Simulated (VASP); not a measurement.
Consider the following.

```xyz
2
Lattice="0.0000 2.6350 2.7164 2.7164 0.0000 2.7164 2.7164 2.6350 0.0000" Properties=species:S:1:pos:R:3 pbc="T T T"
Ga     0.0000     0.0000     0.0000
P      1.3582     1.3175     1.3582
```

Calculation: PBEsol GGA, VASP's PBE PAW potentials (set 64) (plane waves; VASP 6.6.1). Run with 480 eV cut-off, 8×8×8 Γ-centred mesh, Gaussian smearing of 0.050 eV, potentials Ga_d P.

Problem. Give the stress tensor in GPa (positive for a compressed cell).

Solution. 
```
2.23  0.00  0.00
0.00  4.38  0.00
0.00  0.00  2.23
```
The pressure is its mean diagonal, 2.95 GPa.

The compound is GaP in the zinc blende structure. This cell was strained or had an atom moved on purpose.
